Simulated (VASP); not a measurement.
Y (hcp) is relaxed at rising pressure, each step from the one before. Symmetry mostly holds the structure type, and other phases were not tried. The mesh follows the cell, and a change of mesh leaves a small step in the series.

Here is the system:

Space group P6₃/mmc (No. 194); a = b = 3.655 Å, c = 5.678 Å, α = β = 90.00°, γ = 120.00°

```
atom  site  symmetry       x       y       z
----  ----  --------  ------  ------  ------
Y       2c      -6m2  0.3333  0.6667  0.2500
```

Method: PBE GGA, VASP's PBE PAW potentials (set 64) (plane waves; VASP 6.6.1). Run with 500 eV cut-off, 12×12×7 Γ-centred mesh, first-order Methfessel-Paxton smearing of 0.10 eV, potentials Y_sv.

| P (GPa) | V (Å³/atom) | H − H(0) (eV/atom) | space group | gap on the mesh (eV) | k-mesh |
|---|---|---|---|---|---|
| 0 | 32.85 | 0.000 | P6_3/mmc | 0.00 | 12×12×7 |
| 5 | 29.44 | 0.970 | P6_3/mmc | 0.00 | 12×12×7 |
| 10 | 27.10 | 1.851 | P6_3/mmc | 0.00 | 12×12×7 |
| 30 | 21.66 | 4.846 | P6_3/mmc | 0.00 | 13×13×7 |
| 45 | 19.39 | 6.766 | P6_3/mmc | 0.00 | 14×14×8 |

Pressures at which the relaxation failed are left out.

The compound is Y in the hcp structure.
